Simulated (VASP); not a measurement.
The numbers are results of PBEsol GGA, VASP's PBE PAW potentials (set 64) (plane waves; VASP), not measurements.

VASP input:

**KPOINTS**
```
K-points
0
G
8 8 8
0 0 0
```

**POSCAR**
```
CuI
1
    0.0000000000     2.9685087804     3.0130364121
    2.9685087804     0.0000000000     3.0130364121
    2.9685087804     2.9685087804     0.0000000000
Cu I
1 1
Direct
  0.0000000000   0.0000000000   0.0000000000
  0.2500000000   0.2500000000   0.2500000000
```

### INCAR
```
ALGO=Normal
EDIFF=1E-7
EDIFFG=-0.01
ENCUT=480
GGA=PS
IBRION=2
ISIF=2
ISMEAR=0
LASPH=.TRUE.
LCHARG=.FALSE.
LMAXMIX=4
LREAL=.FALSE.
LWAVE=.FALSE.
NELM=100
NSW=30
PREC=Accurate
SIGMA=0.05
SYSTEM=CuI
```

POTCAR, in this order: Cu I (PBE.64 set). Program: vasp_std.

Output

OUTCAR:
```
 ion  position               nearest neighbor table
   1  0.000  0.000  0.000-   2 2.58   2 2.58   2 2.58   2 2.58
   2  0.250  0.250  0.250-   1 2.58   1 2.58   1 2.58   1 2.58
  LATTYP: Found a body centered tetragonal cell.
 ALAT       =     4.1981053773
 C/A-ratio  =     1.4354267658
 Subroutine PRICEL returns:
 Original cell was already a primitive cell.
 Subroutine GETGRP returns: Found  8 space group operations
The static configuration has the point symmetry D_2d.
The dynamic configuration has the point symmetry D_2d.
 Subroutine INISYM returns: Found  8 space group operations
 Subroutine IBZKPT returns following result:
 Found     59 irreducible k-points:

 Following reciprocal coordinates:
            Coordinates               Weight
  0.000000  0.000000  0.000000      1.000000
  0.125000 -0.000000  0.000000      8.000000
  0.250000 -0.000000  0.000000      8.000000
  0.375000 -0.000000  0.000000      8.000000
  0.500000 -0.000000  0.000000      4.000000
  0.125000  0.125000  0.000000      2.000000
  0.250000  0.125000  0.000000      8.000000
  0.375000  0.125000  0.000000      8.000000
  0.500000  0.125000  0.000000      8.000000
 -0.375000  0.125000  0.000000      8.000000
 -0.250000  0.125000  0.000000      8.000000
 -0.125000  0.125000  0.000000      4.000000
  0.250000  0.250000  0.000000      2.000000
  0.375000  0.250000  0.000000      8.000000
  0.500000  0.250000  0.000000      8.000000
 -0.375000  0.250000  0.000000      8.000000
 -0.250000  0.250000  0.000000      4.000000
  0.375000  0.375000  0.000000      2.000000
  0.500000  0.375000  0.000000      8.000000
 -0.375000  0.375000  0.000000      4.000000
  0.500000  0.500000  0.000000      1.000000
  0.125000  0.000000  0.125000      4.000000
  0.250000 -0.000000  0.125000     16.000000
  0.375000 -0.000000  0.125000     16.000000
  0.500000 -0.000000  0.125000     16.000000
 -0.375000  0.000000  0.125000     16.000000
 -0.250000  0.000000  0.125000     16.000000
 -0.125000  0.000000  0.125000      8.000000
  0.375000  0.250000  0.125000      8.000000
  0.500000  0.250000  0.125000     16.000000
 -0.375000  0.250000  0.125000     16.000000
 -0.250000  0.250000  0.125000     16.000000
 -0.125000  0.250000  0.125000      8.000000
  0.500000  0.375000  0.125000      8.000000
 -0.375000  0.375000  0.125000     16.000000
 -0.250000  0.375000  0.125000      8.000000
 -0.375000  0.500000  0.125000      4.000000
  0.250000  0.000000  0.250000      4.000000
  0.375000 -0.000000  0.250000     16.000000
  0.500000 -0.000000  0.250000     16.000000
   k-points           NKPTS =     59   k-points in BZ     NKDIM =     59   number of bands    NBANDS=     13
   number of dos      NEDOS =    301   number of ions     NIONS =      2
   total plane-waves  NPLWV =  27000
   dimension x,y,z NGX =    30 NGY =   30 NGZ =   30
   dimension x,y,z NGXF=    60 NGYF=   60 NGZF=   60
   ions per type =               1   1
   PREC   = accura    normal or accurate (medium, high low for compatibility)
   ISTART =      0    job   : 0-new  1-cont  2-samecut
   ICHARG =      2    charge: 1-file 2-atom 10-const
   ISPIN  =      1    spin polarized calculation?
   LNONCOLLINEAR =      F non collinear calculations
   LSORBIT =      F    spin-orbit coupling
   INIWAV =      1    electr: 0-lowe 1-rand  2-diag
   ENCUT  =  480.0 eV  35.28 Ry    5.94 a.u.   7.56  7.56  7.50*2*pi/ulx,y,z
   NELM   =    100;   NELMIN=  2; NELMDL= -5     # of ELM steps
   EDIFF  = 0.1E-06   stopping-criterion for ELM
   LREAL  =      F    real-space projection
   NLSPLINE    = F    spline interpolate recip. space projectors
...
```

OSZICAR:
```
       N       E                     dE             d eps       ncg     rms          rms(c)
DAV:   1     0.104561084554E+03    0.10456E+03   -0.76476E+03  1534   0.141E+03
DAV:   2     0.108410895962E+01   -0.10348E+03   -0.96885E+02  1559   0.261E+02
DAV:   3    -0.638704170826E+01   -0.74712E+01   -0.73652E+01  2052   0.816E+01
DAV:   4    -0.664407547200E+01   -0.25703E+00   -0.25684E+00  1860   0.135E+01
DAV:   5    -0.665183755018E+01   -0.77621E-02   -0.77619E-02  2235   0.241E+00    0.619E+00
DAV:   6    -0.655934205967E+01    0.92495E-01   -0.54928E+00  1588   0.677E+01    0.409E+00
DAV:   7    -0.632101719493E+01    0.23832E+00   -0.11950E+00  1674   0.411E+01    0.180E+00
DAV:   8    -0.632435302867E+01   -0.33358E-02   -0.94802E-02  2232   0.633E+00    0.651E-01
DAV:   9    -0.631863382636E+01    0.57192E-02   -0.24547E-02  1898   0.485E+00    0.238E-01
DAV:  10    -0.631873555545E+01   -0.10173E-03   -0.92686E-04  1814   0.266E-01    0.192E-01
DAV:  11    -0.631862189384E+01    0.11366E-03   -0.65618E-04  2201   0.855E-01    0.400E-02
DAV:  12    -0.631863869782E+01   -0.16804E-04   -0.13224E-04  2431   0.102E-01    0.468E-02
DAV:  13    -0.631863978088E+01   -0.10831E-05   -0.19950E-06  2366   0.232E-02    0.242E-02
DAV:  14    -0.631863922360E+01    0.55728E-06   -0.19734E-06  2207   0.340E-02    0.151E-02
DAV:  15    -0.631863856388E+01    0.65972E-06   -0.13082E-06  2200   0.329E-02    0.646E-03
DAV:  16    -0.631863829263E+01    0.27125E-06   -0.51428E-07  1720   0.217E-02    0.947E-04
DAV:  17    -0.631863828162E+01    0.11011E-07   -0.53672E-08   867   0.628E-03
   1 F= -.63186383E+01 E0= -.63186383E+01  d E =-.631864E+01
```

OUTCAR:
```
------------------------ aborting loop because EDIFF is reached ----------------------------------------
  FORCE on cell =-STRESS in cart. coord.  units (eV):
  Direction    XX          YY          ZZ          XY          YZ          ZX
  --------------------------------------------------------------------------------------
  Total       -0.1770332     -0.1770332     -0.2751188      0.0000000      0.0000000      0.0000000
  in kB       -5.3413891     -5.3413891     -8.3007978      0.0000000      0.0000000      0.0000000
  external PRESSURE =      -6.3278587 kB  Pullay stress =       0.0000000 kB
  volume of cell :       53.10
      direct lattice vectors                 reciprocal lattice vectors
     0.000000000  2.968508780  3.013036412    -0.168434738  0.168434738  0.165945555
     2.968508780  0.000000000  3.013036412     0.168434738 -0.168434738  0.165945555
     2.968508780  2.968508780  0.000000000     0.168434738  0.168434738 -0.165945555
  FREE ENERGIE OF THE ION-ELECTRON SYSTEM (eV)
  ---------------------------------------------------
  free  energy   TOTEN  =        -6.3186382816 eV

  energy  without entropy=       -6.3186382816  energy(sigma->0) =       -6.31863828

 reached required accuracy - stopping structural energy minimisation
```
(Selected blocks of OUTCAR.)

OUTCAR:
```
 val. band max:        4.8237338681   @ k =   0.0000   0.0000   0.0000

 cond. band min:       5.9714517502   @ k =   0.0000   0.0000   0.0000


 Fermi energy:         5.0580377303

 k-point     1 :       0.0000    0.0000    0.0000
  band No.  band energies     occupation
      1      -9.4748      2.00000
      2       0.9334      2.00000
      3       0.9517      2.00000
      4       0.9517      2.00000
      5       2.7269      2.00000
      6       2.7413      2.00000
      7       4.7951      2.00000
      8       4.8237      2.00000
      9       4.8237      2.00000
     10       5.9715      0.00000
     11       9.5753      0.00000
     12       9.5997      0.00000
     13       9.5997      0.00000

 k-point     2 :       0.1250   -0.0000    0.0000
  band No.  band energies     occupation
      1      -9.3933      2.00000
      2       0.6432      2.00000
      3       0.9449      2.00000
      4       0.9622      2.00000
      5       2.7205      2.00000
      6       2.7334      2.00000
      7       4.1165      2.00000
      8       4.6722      2.00000
      9       4.6934      2.00000
     10       6.6964      0.00000
     11       9.5145      0.00000
     12       9.8149      0.00000
     13       9.8370      0.00000

 k-point     3 :       0.2500   -0.0000    0.0000
  band No.  band energies     occupation
      1      -9.1832      2.00000
      2      -0.0860      2.00000
      3       0.9534      2.00000
      4       0.9846      2.00000
      5       2.7191      2.00000
      6       2.7272      2.00000
      7       3.3785      2.00000
      8       4.3832      2.00000
      9       4.4088      2.00000
     10       7.0893      0.00000
     11      10.1271      0.00000
     12      10.2081      0.00000
     13      10.3237      0.00000

 k-point     4 :       0.3750   -0.0000    0.0000
  band No.  band energies     occupation
      1      -8.9502      2.00000
      2      -0.8033      2.00000
      3       0.9558      2.00000
...
```

Unless said otherwise, spin-orbit coupling is left out, though it shifts the bands of the heavy elements here.

The compound is CuI in the zinc blende structure. This cell was strained or had an atom moved on purpose.
